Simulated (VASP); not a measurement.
These are vdW-DF-cx, VASP's PBE PAW potentials (set 64) (plane waves; VASP) values and carry that method's errors.

Input for VASP

INCAR:
```
SYSTEM=Pt
PREC=Accurate; ENCUT=520; LREAL=.FALSE.
LASPH=.TRUE.
EDIFF=1E-6; NELM=100; ALGO=Normal
LMAXMIX=6
ISMEAR=1; SIGMA=0.1
GGA=CX; LUSE_VDW=.TRUE.; AGGAC=0.0
IBRION=2; NSW=60; ISIF=3
EDIFFG=-0.01
LWAVE=.FALSE.; LCHARG=.FALSE.
```

KPOINTS:
```
Automatic mesh
0
Gamma
14 14 14
0 0 0
```

File POSCAR:
```
Pt
1
    0.0000000000     1.9600000000     1.9600000000
    1.9600000000     0.0000000000     1.9600000000
    1.9600000000     1.9600000000     0.0000000000
Pt
1
Direct
  0.0000000000   0.0000000000   0.0000000000
```

POTCAR, in this order: Pt (PBE.64 set). Program: vasp_std.

Question: What will the output report for the number of irreducible k-points (NKPTS), largest plane-wave count, number of space-group operations, FFT grid (NGX, NGY, NGZ)?

Answer: 
- number of irreducible k-points (NKPTS): 104
- largest plane-wave count: 420
- number of space-group operations: 48
- FFT grid (NGX, NGY, NGZ): 24 × 24 × 24

The compound is Pt in the fcc structure. This run relaxes it. Symmetry was kept, so distortions that lower it aren't found.
